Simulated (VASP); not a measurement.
Input for VASP

**POSCAR**
```
LiS
1
   -1.4541792314     1.4541792314     3.7462653683
    1.4541792314    -1.4541792314     3.7462653683
    1.4541792314     1.4541792314    -3.7462653683
Li S
1 1
Direct
  0.5000000000   0.5000000000   0.0000000000
  0.7500000000   0.2500000000   0.5000000000
```

INCAR:
```
LREAL=.False.   ! projection in real space or not
LWAVE=.False.
GGA=PS
EDIFF=1E-6   ! SCF stop (eV)
NELM=100   ! most electronic steps
ISMEAR=1   ! Methfessel-Paxton
ALGO=Normal
IBRION=2   ! conjugate gradients
LCHARG=.False.
LASPH=.True.   ! aspherical one-centre terms
ISIF=3   ! ions, shape and volume
ENCUT=520
EDIFFG=-0.01   ! ionic stop
SYSTEM=LiS
SIGMA=0.1
PREC=Accurate
NSW=60   ! most ionic steps
```

**KPOINTS**
```
Automatic mesh
0
Gamma
16 16 16
0 0 0
```

POTCAR, in this order: Li_sv S (PBE.64 set). Program: vasp_std.

Question: Translate this PBEsol calculation to Ansatz.

Answer: One equivalent input (not run):
Ansatz 0.2 input:
```yaml
crystal:
  lattice:
    - [-1.4541792, 1.4541792, 3.7462654]
    - [1.4541792, -1.4541792, 3.7462654]
    - [1.4541792, 1.4541792, -3.7462654]
  atoms:
    - { symbol: Li, position: [0.5000000, 0.5000000, 0.0000000] }
    - { symbol: S, position: [0.7500000, 0.2500000, 0.5000000] }
kpoints:
  mp_grid: { grid: [16, 16, 16] }
hamiltonian:
  xc: pbesol
  pseudopotentials: { kind: paw }
scf:
  occupations: { method: methfessel_paxton, width: 0.1 }
  max_iter: 100
relax:
  max_steps: 60
  f_tol: 0.01
  cell: {}
output: { forces: true, stress: true, eigenvalues: true }
```
The two are equivalent in intent, not identical: each code has its own PAW files, so the cut-off isn't converted (ENCUT is set for VASP's; basis.ecutwfc is left out, and Ansatz then takes the one that its files recommend); Ansatz stops its SCF on the density residual and VASP on the energy change (EDIFF).

The structure comes from a computed database's LiS entry (I-4m2); how it stands against other phases isn't given here. It was relaxed first, which changed the volume by -5 %. The start is the result of an earlier pass.
